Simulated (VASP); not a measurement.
Here is the system:

```xyz
5
Lattice="3.8821 0.0000 0.0000 0.0000 3.8821 0.0000 0.0000 0.0000 3.8821" Properties=species:S:1:pos:R:3 pbc="T T T"
Sr     0.0000     0.0000     0.0000
V      1.9411     1.9411     1.9411
O      1.9411     0.0000     1.9411
O      0.0000     1.9411     1.9411
O      1.9411     1.9411     0.0000
```

Calculation: PBE GGA + U (Dudarev) with spin-orbit coupling, VASP's PBE PAW potentials (set 64) (plane waves; VASP 6.6.1). Settings: 520 eV cut-off, 7×7×7 Γ-centred mesh, Gaussian smearing of 0.050 eV, potentials Sr_sv V_sv O, U − J: V 3.25 eV.

Task: Predict the energy per atom (σ→0), band gap (over mesh and band path) with the smallest direct gap where there is one.

Result: 
```json
{
  "band gap (over mesh and band path)": "none (metal, semimetal or under 0.01 eV)",
  "energy per atom (σ→0)": "-7.208 eV/atom"
}
```

Only differences to runs with the same potentials and settings are physical.

The compound is SrVO3 in the cubic perovskite structure. It was relaxed first. A gapless solution with U can be a metastable orbital state.
